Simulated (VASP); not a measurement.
Consider the following.

```
SrTiO3
1.0
    3.86255     0.00000     0.00000
    0.00000     3.86255     0.00000
    0.00000     0.00000     3.86255
Sr Ti O
1 1 3
Direct
  0.00000   0.00000   0.00000
  0.50000   0.50000   0.50000
  0.50000   0.00000   0.50000
  0.00000   0.50000   0.50000
  0.50000   0.50000   0.00000
```

Calculation: LDA (Ceperley-Alder, Perdew-Zunger), VASP's LDA PAW potentials (set 64) (plane waves; VASP 6.6.1). Settings: 520 eV cut-off, 7×7×7 Γ-centred mesh, Gaussian smearing of 0.050 eV, potentials Sr_sv Ti_sv O.

Question: Give the energy at these volumes per atom, relative to the lowest: 10.83, 11.17, 11.52, 11.86, 12.21 Å³.

Answer: 29.7, 7.2, 0.0, 5.9, 22.8 meV/atom. A third-order Birch-Murnaghan fit gives B0 = 200 GPa and B0′ = 4.4.

Measured: a 3.890 Å at 0 K (computed value off by -0.7 %), as given by D. I. Bilc et al., Physical Review B (2008), arXiv:0805.0753 [cubic phase extrapolated to 0 K].

The compound is SrTiO3 in the cubic perovskite structure, the ideal cubic form; the compound distorts at low or room temperature. It was relaxed first.
